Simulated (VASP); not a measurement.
Method: PBE GGA, VASP's PBE PAW potentials (set 64) (plane waves; VASP).

VASP ran on this input.

### KPOINTS
```
K-points
0
Gamma
  12 12 10
```

### POSCAR
```
CuAu
1
    2.8379164734     0.0000000000     0.0000000000
    0.0000000000     2.8379164734     0.0000000000
    0.0000000000    -0.0000000000     3.8323479098
Cu Au
1 1
Direct
  0.0000000000   0.0000000000   0.0000000000
  0.5000000000   0.5000000000   0.5000000000
```

INCAR:
```
! general
SYSTEM  = CuAu
PREC    = Accurate
ENCUT   = 480
LREAL   = .False.   ! projection in real space or not
LASPH   = .True.   ! aspherical one-centre terms

! electronic loop
EDIFF   = 1E-7
NELM    = 100   ! most electronic steps
ALGO    = Normal
LMAXMIX = 6   ! l cut-off of mixed one-centre charges

! smearing
ISMEAR  = 1   ! Methfessel-Paxton
SIGMA   = 0.1   ! width (eV)

! functional
GGA     = PE   ! PBE

! ions
IBRION  = 2   ! conjugate gradients
NSW     = 30   ! most ionic steps
ISIF    = 2
EDIFFG  = -0.01   ! ionic stop

! output
LWAVE   = .False.
LCHARG  = .False.
```

POTCAR, in this order: Cu Au (PBE.64 set). Program: vasp_std.

The run wrote:

### OSZICAR
```
       N       E                     dE             d eps       ncg     rms          rms(c)
DAV:   1     0.128663388271E+03    0.12866E+03   -0.10864E+04  5176   0.194E+03
DAV:   2    -0.318945547271E+01   -0.13185E+03   -0.12561E+03  5194   0.324E+02
DAV:   3    -0.794803646661E+01   -0.47586E+01   -0.46417E+01  6413   0.707E+01
DAV:   4    -0.799767860237E+01   -0.49642E-01   -0.49626E-01  5761   0.633E+00
DAV:   5    -0.799911047702E+01   -0.14319E-02   -0.14319E-02  7594   0.118E+00    0.104E+01
DAV:   6    -0.751454839702E+01    0.48456E+00   -0.85930E+00  5162   0.835E+01    0.540E+00
DAV:   7    -0.709840394545E+01    0.41614E+00   -0.30227E+00  6292   0.883E+01    0.524E+00
DAV:   8    -0.705209727050E+01    0.46307E-01   -0.22339E-01  7048   0.120E+01    0.263E+00
DAV:   9    -0.704599118559E+01    0.61061E-02   -0.19173E-02  7811   0.328E+00    0.158E-01
DAV:  10    -0.704550857198E+01    0.48261E-03   -0.38556E-03  7306   0.916E-01    0.108E-01
DAV:  11    -0.704549351247E+01    0.15060E-04   -0.23217E-04  7612   0.402E-01    0.461E-02
DAV:  12    -0.704548269419E+01    0.10818E-04   -0.41121E-05  6989   0.232E-01    0.335E-03
DAV:  13    -0.704548242354E+01    0.27066E-06   -0.15288E-06  7665   0.245E-02    0.176E-03
DAV:  14    -0.704548243138E+01   -0.78430E-08   -0.16198E-07  3867   0.637E-03
   1 F= -.70454824E+01 E0= -.70453798E+01  d E =-.704548E+01
```

**OUTCAR**
```
------------------------ aborting loop because EDIFF is reached ----------------------------------------
  FORCE on cell =-STRESS in cart. coord.  units (eV):
  Direction    XX          YY          ZZ          XY          YZ          ZX
  --------------------------------------------------------------------------------------
  Total       -0.5310094     -0.5310094     -0.9924416      0.0000000      0.0000000      0.0000000
  in kB      -27.5644074    -27.5644074    -51.5171007      0.0000000      0.0000000      0.0000000
  external PRESSURE =     -35.5486385 kB  Pullay stress =       0.0000000 kB
  volume of cell :       30.86
      direct lattice vectors                 reciprocal lattice vectors
     2.837916473  0.000000000  0.000000000     0.352371188  0.000000000  0.000000000
     0.000000000  2.837916473  0.000000000     0.000000000  0.352371188  0.000000000
     0.000000000  0.000000000  3.832347910     0.000000000  0.000000000  0.260936643
 POSITION                                       TOTAL-FORCE (eV/Angst)
 -----------------------------------------------------------------------------------
      0.00000      0.00000      0.00000         0.000000      0.000000      0.000000
      1.41896      1.41896      1.91617         0.000000      0.000000      0.000000
 -----------------------------------------------------------------------------------
    total drift:                               -0.000000      0.000000      0.000000
  FREE ENERGIE OF THE ION-ELECTRON SYSTEM (eV)
  ---------------------------------------------------
  free  energy   TOTEN  =        -7.0454824314 eV

  energy  without entropy=       -7.0451746423  energy(sigma->0) =       -7.04537984

 reached required accuracy - stopping structural energy minimisation
```
(Selected blocks of OUTCAR.)

The compound is CuAu in the L1_0 structure. This cell was strained or had an atom moved on purpose.
